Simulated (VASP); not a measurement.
Energy against volume of WSi₂ (MoSi2 type). Level of theory: PBE GGA with D3 dispersion (Becke-Johnson damping), VASP's PBE PAW potentials (set 64) (plane waves; VASP 6.6.1). Numerical set-up: 520 eV cut-off, 13×13×13 Γ-centred mesh, first-order Methfessel-Paxton smearing of 0.10 eV, potentials Si W_sv.

Shape and ions are relaxed at each volume.

```
V (Å³/atom)  E (eV/atom)
-----------  -----------
12.453          -8.80438
12.850          -8.83476
13.247          -8.84454
13.645          -8.83678
```

Question: Fit these four points and predict the energy of the run at 14.042 Å³/atom.

Answer: A cubic in V^(−2/3), the third-order Birch-Murnaghan form, passes through the four points with V0 = 13.26 Å³/atom and B0 = 234 GPa, and gives -8.8141 eV/atom there. The run gave -8.8141 eV/atom, +0.0 meV/atom from the fit; all five points give B0 = 234 GPa.

The compound is WSi2 in the MoSi2 type structure. It was relaxed first.
